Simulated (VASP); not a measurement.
WO3 (space group P4/nmm): computed properties

Computed with PBEsol GGA, VASP's PBE PAW potentials (set 64) (plane waves; VASP).

| Property | Value |
|---|---|
| space group | P4/nmm (129) |
| cell | a = b = 5.336 Å, c = 3.918 Å, α = β = γ = 90.00° |
| volume per atom | 13.94 Å³/atom |
| band gap (over mesh and band path) | 0.53 eV |
| smallest direct gap (over mesh and band path) | 0.54 eV |
| band-edge character | indirect, Z to Γ |
| density | 6.90 g/cm³ |

```xyz
8
Lattice="5.3357 0.0000 0.0000 0.0000 5.3357 0.0000 0.0000 0.0000 3.9182" Properties=species:S:1:pos:R:3 pbc="T T T"
W      2.6679     0.0000     3.6831
W      0.0000     2.6679     0.2350
O      2.6679     0.0000     1.9116
O      0.0000     2.6679     2.0066
O      1.3339     1.3339     3.9182
O      1.3339     4.0018     0.0000
O      4.0018     4.0018     3.9182
O      4.0018     1.3339     3.9182
```

Unless said otherwise, spin-orbit coupling is left out, though it shifts the bands of the heavy elements here.

The structure comes from a computed database's WO3 entry (P4/nmm); how it stands against other phases isn't given here. It was relaxed first. Symmetry was kept, so distortions that lower it aren't found.
